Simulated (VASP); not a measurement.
All values below come from optB88-vdW, VASP's PBE PAW potentials (set 64) (plane waves; VASP).

The input files of a VASP run:

KPOINTS:
```
Automatic mesh
0
Gamma
5 5 8
0 0 0
```

### INCAR
```
AGGAC = 0.0
ALGO = Normal
EDIFF = 1E-7
ENCUT = 520
GGA = BO
ISIF = 2
ISMEAR = -5
LASPH = .TRUE.
LCHARG = .TRUE.
LEFG = .TRUE.
LMAXMIX = 4
LORBIT = 11
LREAL = .FALSE.
LUSE_VDW = .TRUE.
LWAVE = .FALSE.
NEDOS = 601
NELM = 100
PARAM1 = 0.1833333333
PARAM2 = 0.22
PREC = Accurate
SYSTEM = ZnF2
```

### POSCAR
```
ZnF2
4.74670
  1.0000000567   0.0000000000   0.0000000000
  0.0000000000   1.0000000567   0.0000000000
  0.0000000000   0.0000000000   0.6679054996
Zn F
2 4
Cartesian
  0.0000000000   0.0000000000   0.0000000000
  0.5000000283   0.5000000283   0.3339527498
  0.3029361630   0.3029361630   0.0000000000
  0.8029361913   0.1970638654   0.3339527498
  0.1970638654   0.8029361913   0.3339527498
  0.6970638937   0.6970638937   0.0000000000
```

POTCAR, in this order: Zn F (PBE.64 set). Program: vasp_std.

**Question.** What does the run give for the energy per atom (σ→0), band gap (on the k-mesh)?

**Answer.** 
| Quantity | Result |
|---|---|
| energy per atom (σ→0) | -1.620 eV/atom |
| band gap (on the k-mesh) | 3.50 eV |

**OSZICAR**
```
...
DAV:  10    -0.971836634663E+01   -0.56775E-02   -0.58548E-02  2204   0.226E+00    0.248E-01
DAV:  11    -0.971761324036E+01    0.75311E-03   -0.43511E-03  2842   0.147E+00    0.649E-02
DAV:  12    -0.971774283256E+01   -0.12959E-03   -0.12608E-03  2007   0.265E-01    0.297E-02
DAV:  13    -0.971772668443E+01    0.16148E-04   -0.66298E-05  2310   0.160E-01    0.638E-03
DAV:  14    -0.971772703521E+01   -0.35078E-06   -0.64979E-06  2170   0.900E-02    0.523E-03
DAV:  15    -0.971772662079E+01    0.41442E-06   -0.42711E-06  2900   0.493E-02    0.764E-04
DAV:  16    -0.971772661703E+01    0.37608E-08   -0.30339E-07  1676   0.932E-03
   1 F= -.97177266E+01 E0= -.97177266E+01  d E =0.000000E+00
```

The compound is ZnF2 in the rutile structure. It was relaxed first.
